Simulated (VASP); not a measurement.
All values below come from PBEsol GGA, VASP's PBE PAW potentials (set 64) (plane waves; VASP 6.6.1).

VASP input:

File POSCAR:
```
LiTaF6
1.0
  2.5846700000   1.4922600000   4.5260000000
 -2.5846700000   1.4922600000   4.5260000000
  0.0000000000  -2.9845200000   4.5260000000
Li Ta F
1 1 6
Direct
  0.5000000000   0.5000000000   0.5000000000
  0.0000000000   0.0000000000   0.0000000000
  0.6496700000   0.2453870000   0.8609700000
  0.3503300000   0.7546130000   0.1390300000
  0.8609700000   0.6496700000   0.2453870000
  0.1390300000   0.3503300000   0.7546130000
  0.2453870000   0.8609700000   0.6496700000
  0.7546130000   0.1390300000   0.3503300000
```

**KPOINTS**
```
Automatic mesh
0
G
 6 6 6
```

**INCAR**
```
SYSTEM = LiTaF6
PREC = Accurate
ENCUT = 400
EDIFF = 1E-6
NELM = 100
ALGO = Normal
LREAL = .FALSE.
LASPH = .TRUE.
ISMEAR = 0
SIGMA = 0.01
GGA = PS
LMAXMIX = 6
LWAVE = .FALSE.
LCHARG = .FALSE.
ISIF = 2
```

POTCAR, in this order: Li_sv Ta_pv F (PBE.64 set). Program: vasp_std.

Output of the run:

### OUTCAR
```
 ion  position               nearest neighbor table
   1  0.500  0.500  0.500-   7 1.99   8 1.99   3 1.99   4 1.99   5 1.99   6 1.99
   2  0.000  0.000  0.000-   3 1.91   4 1.91   7 1.91   8 1.91   5 1.91   6 1.91
   3  0.650  0.245  0.861-   2 1.91   1 1.99
   4  0.350  0.755  0.139-   2 1.91   1 1.99
   5  0.861  0.650  0.245-   2 1.91   1 1.99
   6  0.139  0.350  0.755-   2 1.91   1 1.99
   7  0.245  0.861  0.650-   2 1.91   1 1.99
   8  0.755  0.139  0.350-   2 1.91   1 1.99
  LATTYP: Found a trigonal (rhomboedric) cell.
 ALAT       =     5.4214421436
 COS(alpha) =     0.5454197382
 Subroutine PRICEL returns:
 Original cell was already a primitive cell.
 Subroutine GETGRP returns: Found  6 space group operations
The static configuration has the point symmetry S_6 .
The dynamic configuration has the point symmetry S_6 .
 Subroutine INISYM returns: Found  6 space group operations
 Subroutine IBZKPT returns following result:
 Found     40 irreducible k-points:

 Following reciprocal coordinates:
            Coordinates               Weight
  0.000000  0.000000  0.000000      1.000000
  0.166667 -0.000000 -0.000000      6.000000
  0.333333 -0.000000 -0.000000      6.000000
  0.500000 -0.000000 -0.000000      3.000000
  0.166667  0.166667 -0.000000      6.000000
  0.333333  0.166667 -0.000000      6.000000
 -0.333333  0.000000 -0.166667      6.000000
  0.500000  0.166667 -0.000000      6.000000
  0.500000 -0.000000 -0.166667      6.000000
 -0.333333  0.166667  0.000000      6.000000
  0.333333 -0.000000 -0.166667      6.000000
 -0.166667  0.166667  0.000000      6.000000
  0.333333  0.333333 -0.000000      6.000000
  0.500000  0.333333 -0.000000      6.000000
  0.500000 -0.000000 -0.333333      6.000000
 -0.333333  0.333333  0.000000      6.000000
  0.500000  0.500000 -0.000000      3.000000
...
```

**OSZICAR**
```
       N       E                     dE             d eps       ncg     rms          rms(c)
DAV:   1     0.451914410306E+03    0.45191E+03   -0.28559E+04  2672   0.141E+03
DAV:   2    -0.293656773703E+02   -0.48128E+03   -0.47405E+03  3066   0.407E+02
DAV:   3    -0.580508404715E+02   -0.28685E+02   -0.28629E+02  3657   0.106E+02
DAV:   4    -0.592896857800E+02   -0.12388E+01   -0.12374E+01  4494   0.139E+01
DAV:   5    -0.593209370694E+02   -0.31251E-01   -0.31250E-01  3091   0.165E+00    0.403E+01
DAV:   6    -0.523930056655E+02    0.69279E+01   -0.24950E+01  2760   0.391E+01    0.175E+01
DAV:   7    -0.522280620076E+02    0.16494E+00   -0.11666E+00  3243   0.747E+00    0.869E+00
DAV:   8    -0.522051323041E+02    0.22930E-01   -0.22058E-01  3226   0.338E+00    0.610E-01
DAV:   9    -0.521990510751E+02    0.60812E-02   -0.38526E-02  3155   0.136E+00    0.405E-01
DAV:  10    -0.521999456679E+02   -0.89459E-03   -0.36538E-03  3404   0.430E-01    0.590E-02
DAV:  11    -0.522001723159E+02   -0.22665E-03   -0.58015E-04  3229   0.156E-01    0.227E-02
DAV:  12    -0.522002375653E+02   -0.65249E-04   -0.10442E-04  3190   0.591E-02    0.149E-02
DAV:  13    -0.522002400902E+02   -0.25250E-05   -0.59051E-06  3544   0.133E-02    0.465E-03
DAV:  14    -0.522002406588E+02   -0.56863E-06   -0.10728E-06  2176   0.835E-03
   1 F= -.52200241E+02 E0= -.52200241E+02  d E =-.187815E-43
```

File OUTCAR:
```
------------------------ aborting loop because EDIFF is reached ----------------------------------------
  FORCE on cell =-STRESS in cart. coord.  units (eV):
  Direction    XX          YY          ZZ          XY          YZ          ZX
  --------------------------------------------------------------------------------------
  Total       -6.4917800     -6.4917807     -6.4777452     -0.0000000      0.0000000      0.0000000
  in kB      -99.3022240    -99.3022346    -99.0875396     -0.0000001      0.0000000      0.0000000
  external PRESSURE =     -99.2306661 kB  Pullay stress =       0.0000000 kB
  volume of cell :      104.74
      direct lattice vectors                 reciprocal lattice vectors
     2.584670000  1.492260000  4.526000000     0.193448293  0.111687418  0.073648549
    -2.584670000  1.492260000  4.526000000    -0.193448293  0.111687418  0.073648549
     0.000000000 -2.984520000  4.526000000     0.000000000 -0.223374836  0.073648549
 POSITION                                       TOTAL-FORCE (eV/Angst)
 -----------------------------------------------------------------------------------
      0.00000      0.00000      6.78900        -0.000000     -0.000000      0.000000
      0.00000      0.00000      0.00000        -0.000000     -0.000000     -0.000000
      1.04494     -1.23392      7.94778         0.068068     -0.034097      0.051742
     -1.04494      1.23392      5.63022        -0.068068      0.034097     -0.051742
      0.54614      1.52191      7.94778        -0.004505      0.075997      0.051742
     -0.54614     -1.52191      5.63022         0.004505     -0.075997     -0.051742
     -1.59108     -0.28798      7.94778        -0.063563     -0.041900      0.051742
      1.59108      0.28798      5.63022         0.063563      0.041900     -0.051742
 -----------------------------------------------------------------------------------
    total drift:                                0.000000      0.000000     -0.000000
  FREE ENERGIE OF THE ION-ELECTRON SYSTEM (eV)
  ---------------------------------------------------
  free  energy   TOTEN  =       -52.2002406588 eV

  energy  without entropy=      -52.2002406588  energy(sigma->0) =      -52.20024066
```
(Selected blocks of OUTCAR.)

At this cut-off the stress carries a Pulay error, which pulls relaxed volumes low.

The structure comes from a computed database's LiTaF6 entry; how it stands against other phases isn't given here. The cell was not relaxed at this level.
